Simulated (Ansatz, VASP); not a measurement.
# LiPb: VASP beside Ansatz, part 2 of 2

One calculation is typed for both programs; each brings its own data sets. How far apart do they land? The cell is taken from a series of runs on this material, whose earlier steps may have relaxed, scaled, displaced or heated it; both programs get it as it stands.

VASP 6.6.1 and Ansatz 0.2.0.

So far: The starting structure; VASP: relaxation of cell and atoms, PBEsol; Ansatz: relaxation of cell and atoms, PBEsol; Comparison.

## 5. VASP: zone-centre phonons, PBEsol

Level of this step: PBEsol; plane waves and PAW (Li_sv, Pb_d) (VASP).

Second derivatives magnify differences that forces hide, and they need a tight electronic threshold.

INCAR reads:

```
SYSTEM = LiPb
PREC = Accurate
ENCUT = 750
EDIFF = 1E-08
NELM = 120
ISMEAR = -1
SIGMA = 0.1
LREAL = .FALSE.
ALGO = Normal
GGA = PS
NBANDS = 14
LORBIT = 11
LWAVE = .FALSE.
LCHARG = .FALSE.
ISIF = 2
IBRION = 8
LASPH = .TRUE.
GGA_COMPAT = .FALSE.
KPAR = 2
```

POSCAR reads:

```
LiPb
1.0
    3.5142957894      0.0000000000      0.0000000000
    0.0000000000      3.5142957894      0.0000000000
    0.0000000000      0.0000000000      3.5142957894
Li Pb
1 1
Direct
    0.5000000000      0.5000000000      0.5000000000
    0.0000000000      0.0000000000      0.0000000000
```

KPOINTS reads:

```
Automatic mesh
0
Gamma
16 16 16
0 0 0
```

The projector-augmented-wave data sets are Li_sv and Pb_d (PBE family, release 64).

Command:

```console
$ mpirun -np 2 vasp_std
```

Numbers of over 12 decimals in the logs are rounded to 6 here.

Output:

```text
[banner, memory and clock lines left out]
running    2 mpi-ranks, on    1 nodes
[...]
[... a notice as in an earlier step ...]

 LDA part: xc-table for (Slater+PW92), standard interpolation
 POSCAR, INCAR and KPOINTS ok, starting setup
[...]
entering main loop
       N       E                     dE             d eps       ncg     rms          rms(c)
DAV:   1     0.144653338408E+03    0.14465E+03   -0.98353E+03  4626   0.170E+03
DAV:   2     0.308071080299E+01   -0.14157E+03   -0.13749E+03  4872   0.379E+02
DAV:   3    -0.624113576063E+01   -0.93218E+01   -0.92054E+01  8430   0.894E+01
DAV:   4    -0.661088114827E+01   -0.36975E+00   -0.36729E+00  5852   0.127E+01
[...]
DAV:  11    -0.656154366315E+01   -0.51800E-06   -0.11623E-06  5988   0.173E-02    0.444E-04
DAV:  12    -0.656154364651E+01    0.16641E-07   -0.74514E-08  5758   0.210E-03    0.269E-04
DAV:  13    -0.656154364261E+01    0.39026E-08   -0.17673E-09  3770   0.514E-04
   1 F= -.65615436E+01 E0= -.65492637E+01  d E =-.245600E-01
[...]
RMM:  24    -0.168919564797E+00   -0.94092E-07   -0.20300E-05 19873   0.243E-03    0.914E-05
RMM:  25    -0.168919651853E+00   -0.87056E-07   -0.19331E-05 19531   0.233E-03    0.962E-05
RMM:  26    -0.168919684149E+00   -0.32296E-07   -0.18639E-05 16912   0.225E-03    0.102E-04
 first order change of Fermi-energy   0.15454E-03
 force on displaced ion       1 direction 1 :  -1.624   0.000  -0.000
 Linear response progress:
  Degree of freedom:   2/  2
       N       E                     dE             d eps       ncg     rms          rms(c)
RMM:   1    -0.327907302054E+00   -0.32791E+00   -0.19896E-01 15803   0.529E+00
RMM:   2    -0.329192562214E+00   -0.12853E-02   -0.15729E-02 20196   0.103E+00    0.301E-02
RMM:   3    -0.329356210347E+00   -0.16365E-03   -0.18295E-03 23040   0.337E-01    0.158E-02
RMM:   4    -0.329293259970E+00    0.62950E-04   -0.19552E-04 24880   0.111E-01    0.356E-03
[...]
RMM:  11    -0.329291848000E+00    0.15403E-06    0.56680E-09 28096   0.458E-04    0.560E-06
RMM:  12    -0.329291716850E+00    0.13115E-06    0.18338E-09 27014   0.261E-04    0.158E-06
RMM:  13    -0.329291717827E+00   -0.97666E-09    0.53341E-09 28772   0.152E-04    0.137E-06
 first order change of Fermi-energy  -0.42457E-03
 force on displaced ion       2 direction 1 :  -1.601   0.000   0.000
 Linear response finished
```

From OUTCAR (step 5):

```text
  Total       -0.0250868     -0.0250868     -0.0250868     -0.0000000     -0.0000000     -0.0000000
  in kB       -0.9260633     -0.9260633     -0.9260633     -0.0000000     -0.0000000     -0.0000000
  external PRESSURE =      -0.9260633 kB  Pullay stress =       0.0000000 kB

 POSITION                                       TOTAL-FORCE (eV/Angst)
 -----------------------------------------------------------------------------------
      1.75715      1.75715      1.75715         0.000000      0.000000      0.000000
      0.00000      0.00000      0.00000         0.000000      0.000000      0.000000
 -----------------------------------------------------------------------------------
    total drift:                                0.000000      0.000000      0.000000

[... 2 further parts left out ...]
```

## 6. Ansatz: zone-centre phonons, PBEsol

The same cell, functional, mesh and smearing now go to Ansatz, which takes its cutoff from its data sets.

The cell is taken from a series of runs on this material, whose earlier steps may have relaxed, scaled, displaced or heated it; both programs get it as it stands.

input.yaml reads:

```yaml
crystal:
  lattice:
    - [3.5142957894, 0.0, 0.0]
    - [0.0, 3.5142957894, 0.0]
    - [0.0, 0.0, 3.5142957894]
  atoms:
    - { symbol: Li, position: [0.5, 0.5, 0.5] }
    - { symbol: Pb, position: [0.0, 0.0, 0.0] }
kpoints:
  mp_grid: { grid: [16, 16, 16] }
hamiltonian:
  xc: pbesol
  pseudopotentials: { kind: paw, azcp: { folder: soft_1 }, xc_functional: pbe }
scf:
  occupations: { method: fermi_dirac, width: 0.1 }
output:
  eigenvalues: true
phonons:
  method: dfpt
  qpoints:
    - [0, 0, 0]
    - [0.0, 0.0625, 0.0]
    - [0.0, 0.1875, 0.0]
    - [0.0, 0.3125, 0.0]
    - [0.0, 0.4375, 0.0]
```

Command:

```console
$ ansatz run input.yaml --threads 4 --pin off --max-ram 12288MiB --backend cpu --events-out ev --progress --plain --runs-dir out
```

Output:

```text
[...]
Crystal: 2 atoms, lattice volume = 43.403 Å³
Basis set: ecut = 420 eV, 847 PW (Γ), exchange–correlation on 48×48×48 points (8 copies of the dense FFT grid, shifted against one another)
Bands: 13, of which v1, the nominal top of the filled ones, is band 9 counted from 1 (8 counted from 0)
Symmetry: 48 space group operations
k-points: 165 of 4096
[...]
q = [0, 0, 0] (of the zone-centre solve; hermiticity 1.12e-7, symmetrization 3.97e-11): -0.00 -0.00 0.00 254.91 254.91 254.91
  q = [0, 0.0625, 0] (4 solved perturbations in 4032 linear systems a pass and spin channel, the states on 1296 of 4096 k-point pairs; hermiticity 1.66e-7, symmetrization 6.43e-12): 8.70 8.70 13.86 254.43 254.43 254.70
[...]
sum rule: each row above includes the acoustic sum rule's correction from the zone centre's row sums; it moved no ω² by more than (0.73 cm⁻¹)²
[key lines of the parts left out:]
SCF converged after 8 iterations
Free energy (F): -11960.754920 eV
Fermi energy:    8.467272 eV
```

## 7. Differences

The two programs side by side:

| quantity | Ansatz | VASP | difference |
| --- | --- | --- | --- |
| optical mode 1 to 3 (cm⁻¹) | 254.9 | 255.2 | -0.11 % |

Modes are paired by rising frequency, not by their patterns, so a pair may set unlike modes beside each other; they are those without the splitting of longitudinal modes.

## 8. Summary of results

- difference in volume (relaxation of cell and atoms, PBEsol): 0.19 %
- r.m.s. difference of the optical zone-centre modes, each program's sorted by frequency (zone-centre phonons, PBEsol): 0.27 cm⁻¹

In words: The difference in volume is 0.19 % (relaxation of cell and atoms, PBEsol), within the 1.2 % picked in this series as the mark of a large difference, as far as the stopping tolerances let one tell. Such differences can come from data sets, numerical settings and the points named under the comparisons, not from the functional's error against experiment.

[Lines on the potential files, build, host, timing and source positions are cut from VASP's logs without a mark.]

[Logs are printed without paths, hosts, clocks, repeated set-up lines and the standing remarks that a program may print on its own settings, such as how far it seeks lower states.]

[Hosts, paths, dates, database ids (printed as entryN), source tags and the programs' standing remarks are cut or masked in the printed files.]
